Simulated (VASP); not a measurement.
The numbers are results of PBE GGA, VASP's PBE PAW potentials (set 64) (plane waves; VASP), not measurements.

The input files of a VASP run:

KPOINTS:
```
Automatic
0
G
7 7 4
0 0 0
```

INCAR:
```
SYSTEM  =  CdSe
PREC  =  Normal; ENCUT  =  400; LREAL  =  .FALSE.
LASPH  =  .TRUE.
EDIFF  =  1E-5; NELM  =  100; NELMIN  =  4
ALGO  =  Fast; LMAXMIX  =  4
ISMEAR  =  0; SIGMA  =  0.05
GGA  =  PE
IBRION  =  2; NSW  =  20; ISIF  =  2
EDIFFG  =  -0.03
LWAVE  =  .FALSE.; LCHARG  =  .FALSE.
```

File POSCAR:
```
CdSe
1
    4.3921268438     0.0000000000     0.0000000000
   -2.1960634219     3.8036930653     0.0000000000
    0.0000000000     0.0000000000     7.1597264650
Cd Se
2 2
Direct
  0.6666670000   0.3333330000   0.4999500000
  0.3333330000   0.6666670000   0.9999500000
  0.6666670000   0.3333330000   0.8759100000
  0.3333330000   0.6666670000   0.3759100000
```

POTCAR, in this order: Cd Se (PBE.64 set). Program: vasp_std.

Output of the run:

OSZICAR:
```
       N       E                     dE             d eps       ncg     rms          rms(c)
DAV:   1     0.207926660498E+03    0.20793E+03   -0.14949E+04  1056   0.119E+03
DAV:   2    -0.449583260400E+00   -0.20838E+03   -0.20395E+03  1176   0.313E+02
DAV:   3    -0.116646710607E+02   -0.11215E+02   -0.11170E+02  1278   0.738E+01
DAV:   4    -0.117619323305E+02   -0.97261E-01   -0.97238E-01  1170   0.657E+00
DAV:   5    -0.117627891468E+02   -0.85682E-03   -0.85678E-03  1284   0.564E-01    0.813E+00
RMM:   6    -0.110221937057E+02    0.74060E+00   -0.16356E+00  1056   0.707E+00    0.672E+00
RMM:   7    -0.109923619695E+02    0.29832E-01   -0.71450E-01  1056   0.351E+00    0.209E+00
RMM:   8    -0.109878979222E+02    0.44640E-02   -0.39069E-02  1056   0.106E+00    0.925E-01
RMM:   9    -0.109889290071E+02   -0.10311E-02   -0.86708E-03  1056   0.627E-01    0.297E-01
RMM:  10    -0.109887433170E+02    0.18569E-03   -0.13027E-03  1070   0.255E-01    0.820E-02
RMM:  11    -0.109888772257E+02   -0.13391E-03   -0.44887E-04  1052   0.107E-01    0.417E-02
RMM:  12    -0.109888704644E+02    0.67613E-05   -0.49066E-05   768   0.358E-02
   1 F= -.10988870E+02 E0= -.10988870E+02  d E =-.109889E+02
```

OUTCAR:
```
------------------------ aborting loop because EDIFF is reached ----------------------------------------
  FORCE on cell =-STRESS in cart. coord.  units (eV):
  Direction    XX          YY          ZZ          XY          YZ          ZX
  --------------------------------------------------------------------------------------
  Total       -0.2803197     -0.2803196     -0.2368108      0.0000000      0.0000000      0.0000000
  in kB       -3.7548047     -3.7548040     -3.1720163      0.0000000      0.0000000      0.0000000
  external PRESSURE =      -3.5605417 kB  Pullay stress =       0.0000000 kB
  volume of cell :      119.61
      direct lattice vectors                 reciprocal lattice vectors
     4.392126844  0.000000000  0.000000000     0.227680128  0.131451195  0.000000000
    -2.196063422  3.803693065  0.000000000     0.000000000  0.262902391  0.000000000
     0.000000000  0.000000000  7.159726465     0.000000000  0.000000000  0.139670140
  FREE ENERGIE OF THE ION-ELECTRON SYSTEM (eV)
  ---------------------------------------------------
  free  energy   TOTEN  =       -10.9888704644 eV

  energy  without entropy=      -10.9888704644  energy(sigma->0) =      -10.98887046

 reached required accuracy - stopping structural energy minimisation
```
(Selected blocks of OUTCAR.)

The structure comes from a computed database's CdSe entry (P6_3mc); how it stands against other phases isn't given here. It was relaxed first.
